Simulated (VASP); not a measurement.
Here is the system:

```
CELL_PARAMETERS angstrom
      4.67260     0.00000     0.00000
      0.00000     4.67260     0.00000
      0.00000     0.00000     3.08241
ATOMIC_POSITIONS crystal
  Mg 0.00000 0.00000 0.00000
  Mg 0.50000 0.50000 0.50000
  F  0.30314 0.30314 0.00000
  F  0.80314 0.19686 0.50000
  F  0.19686 0.80314 0.50000
  F  0.69686 0.69686 0.00000
```

Method: PW91 GGA, VASP's PBE PAW potentials (set 64) (plane waves; VASP). Settings: 520 eV cut-off, Gaussian smearing of 0.050 eV, potentials Mg F.

### Question
Predict the band gap (along the path) with the smallest direct gap where there is one.

### Answer

```yaml
band gap (along the path): 6.93 eV
smallest direct gap (along the path): 6.93 eV
```

Only differences to runs with the same potentials and settings are physical.

The compound is MgF2 in the rutile structure. It was relaxed first.
